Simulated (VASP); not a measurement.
Input of a VASP 6.6.1 run:

Contents of INCAR:

```
PREC = Normal
ENCUT = 520
EDIFF = 1E-5
ISMEAR = 0
SIGMA = 0.15
LREAL = Auto
LASPH = T
NELM = 80
ALGO = Fast
ISIF = 2
LWAVE = F
LCHARG = F
GGA = PE
```

KPOINTS

```
regular mesh
0
Gamma
  7 7 7
```

File POSCAR:

```
Al2SiF2
1.0
   -1.7549300000      1.7549300000      7.2807500000
    1.7549300000     -1.7549300000      7.2807500000
    3.5098600000      3.5098600000    -14.5615000000
Al Si F
4 2 4
Direct
    0.3859590000      0.8859590000      0.2500000000
    0.3859590000      0.8859590000      0.7500000000
    0.1140410000      0.6140410000      0.2500000000
    0.1140410000      0.6140410000      0.7500000000
    0.0000000000      0.0000000000      0.0000000000
    0.0000000000      0.0000000000      0.5000000000
    0.3323000000      0.3323000000      0.0000000000
    0.3323000000      0.3323000000      0.5000000000
    0.6677000000      0.6677000000      0.0000000000
    0.6677000000      0.6677000000      0.5000000000
```

Potentials or basis: VASP PAW PBE potentials, release 64 (Al, Si, F).

Run with:

```console
$ cat potpaw_PBE.64/Al/POTCAR potpaw_PBE.64/Si/POTCAR potpaw_PBE.64/F/POTCAR > POTCAR
$ mpirun -np 1 vasp_std > vasp.out
```

(1) What does it give for the pressure?

(2) What does it give for the band gap on the k mesh?

(3) Predict the largest force.

Answers

(1) 0.1 GPa.

(2) none (metal or under the smearing width).

(3) 0.048 eV/Å.
